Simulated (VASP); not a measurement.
VASP runs on CoO share one base input (PBE GGA, plane waves, VASP's PBE PAW potentials (set 64)) and change the settings named in each case.

### KPOINTS
```
Automatic mesh
0
Gamma
7 7 1
0 0 0
```

**INCAR**
```
SYSTEM = CoO
PREC = Accurate
ENCUT = 400
EDIFF = 1E-6
NELM = 100
ALGO = Normal
LREAL = .FALSE.
LASPH = .TRUE.
ISMEAR = 0
SIGMA = 0.1
GGA = PE
LMAXMIX = 4
LWAVE = .FALSE.
LCHARG = .FALSE.
ISIF = 2
ISPIN = 2
MAGMOM = 3.0 3.0 3.0 3.0 0.0 0.0 0.0 0.0
LORBIT = 11
```

**POSCAR**
```
CoO
1
    2.9713420000     0.0000000000     0.0000000000
   -2.9713420000     2.9713420000     0.0000000000
    0.0000000000     0.0000000000    18.1620000000
Co O
4 4
Direct
  1.0000000000   0.5000000000   0.4434530000
  0.0000000000   0.0000000000   0.3303600000
  1.0000000000   0.5000000000   0.6696400000
  0.0000000000   0.0000000000   0.5565470000
  0.0000000000   0.0000000000   0.4434530000
  1.0000000000   0.5000000000   0.3303600000
  0.0000000000   0.0000000000   0.6696400000
  1.0000000000   0.5000000000   0.5565470000
```

POTCAR, in this order: Co O (PBE.64 set). Program: vasp_std.

| change | E(σ→0) (eV/atom) | largest force (eV/Å) | moment (μB) | −TS (eV) |
|---|---|---|---|---|
| base run | -6.4481 | 0.515 | 11.50 | -0.0744 |
| GGA = PS | -6.8856 | 0.394 | 11.58 | -0.0662 |
| KPOINTS 1×1×1 Γ-centred mesh | -5.4478 | 2.743 | 12.00 | -0.0769 |
| LDAU = .TRUE., LDAUJ = 0 0, LDAUL = 2 -1, LDAUTYPE = 2, LDAUU = 6.0 0 | -5.1017 | 0.801 | 12.00 | -0.0432 |
 Energies of different potentials or functionals have different zeros.  The cell holds a wide vacuum, so values per volume refer to the whole cell. The moments were started parallel, and other spin orders were not tried in this run.

Left out are runs that ran out of time, are held back, or changed the cell or the kind of run, fixed moments of cells without a moment, rows past the twelfth, gaps on odd meshes, pressures of charged cells and columns that move by less than the noise.

The cell is a sheet or thin cut with vacuum, built from a generated structure.
